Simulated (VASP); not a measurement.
Given:

```yaml
crystal:
  lattice:
    - [3.89406, 0.00000, 0.00000]
    - [-1.94703, 3.37235, 0.00000]
    - [0.00000, 0.00000, 6.83766]
  atoms:
    - { symbol: Ca, position: [0.66667, 0.33333, 0.18557] }
    - { symbol: Ca, position: [0.33333, 0.66667, 0.81443] }
    - { symbol: H, position: [0.66667, 0.33333, 0.85045] }
    - { symbol: H, position: [0.33333, 0.66667, 0.14955] }
    - { symbol: H, position: [0.00000, 0.00000, 0.00000] }
    - { symbol: Br, position: [0.00000, 0.00000, 0.50000] }
```

Level of theory: r2SCAN meta-GGA, VASP's PBE PAW potentials (set 64) (plane waves; VASP). Numerical set-up: 400 eV cut-off, 7×7×4 Γ-centred mesh, tetrahedra with Blöchl corrections, potentials Ca_sv H Br.

The path is coarsely sampled, so an indirect gap can come out somewhat too large.

Estimate the energy per atom (σ→0), band gap (over mesh and band path) with the smallest direct gap where there is one.

```json
{
  "band gap (over mesh and band path)": "2.16 eV",
  "smallest direct gap (over mesh and band path)": "2.53 eV",
  "energy per atom (σ→0)": "-7.365 eV/atom"
}
```

Total energies compare only between runs with the same potentials, cut-off and functional.

The structure comes from a computed database's Ca2H3Br entry (P-3m1); how it stands against other phases isn't given here. It was relaxed first.
